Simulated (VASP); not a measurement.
Runs of VASP 6.6.1 on Ba. The structure is cubic, space group Im-3m (No. 229). Conventional cell: a = 5.025 Å, b = 5.025 Å, c = 5.025 Å, α = 90.00°, β = 90.00°, γ = 90.00°. Ba (site symmetry m-3m) has 8 Ba at 4.35 Å as nearest neighbours. 

```csv
task,level,cell,cutoff (eV),gap on the mesh (eV),pressure (GPa),relaxed volume (Å³/atom)
single point,PBEsol,as given,520,none,(b),-
relaxation of cell and atoms,PBEsol,relaxed,300,none,0.0,58.46
relaxation of cell and atoms,PBEsol,relaxed,580,none,0.0,(a)
relaxation of cell and atoms,PBEsol,relaxed,600,none,0.0,58.54
relaxation of cell and atoms,RPBE,relaxed,600,none,0.0,68.78
```

Alike in all rows: potentials or basis VASP PAW PBE potentials, release 64 (Ba_sv); no spin polarisation; k mesh 12 × 12 × 12; smearing gaussian 0.1 eV.

Question: Estimate the missing entries.

Answer: (a) 58.48; (b) -0.7.

Caveats: the PAW data sets were made with another functional, which shifts forces and pressure a little.

A k mesh can miss the band edges, and the runs leave out spin-orbit coupling on Ba.

A gap of «none» marks a metal or a gap under the smearing width.

Runs at the PBE level aren't shown here.
